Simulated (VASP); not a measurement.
Given:

```xyz
2
Lattice="6.8807 -1.8253 1.0208 6.8807 1.8253 1.0208 5.9483 0.0000 4.0418" Properties=species:S:1:pos:R:3 pbc="T T T"
As     3.9509     0.0000     1.2194
As    15.7587     0.0000     4.8639
```

Level of theory: RPBE GGA, VASP's PBE PAW potentials (set 64) (plane waves; VASP). Settings: 520 eV cut-off, Gaussian smearing of 0.050 eV, potentials As.

Task: Give the energies of bands 2 to 8 at the high-symmetry points, in eV from the valence-band maximum.

Result: 
```tsv
band	Γ	T	H2	L	S0	F
2	-6.98	-7.02	-8.88	-8.95	-9.43	-8.94
3	-0.54	-0.15	-3.76	-3.21	-4.02	-3.22
4	0.00	0.00	-2.55	-1.79	-2.11	-1.79
5	0.00	0.00	-1.16	-1.37	-1.60	-1.44
6	2.02	1.78	2.58	2.01	2.34	2.11
7	3.48	3.47	4.09	3.16	4.53	3.46
8	3.48	3.47	4.82	4.50	4.63	4.53
```

The gap is indirect, 1.63 eV, from the valence maximum at Γ-T at 0.82 to the conduction minimum at L-Γ at 0.36.

The compound is As in the a7 structure. It was relaxed first, which changed the volume by +84 %.
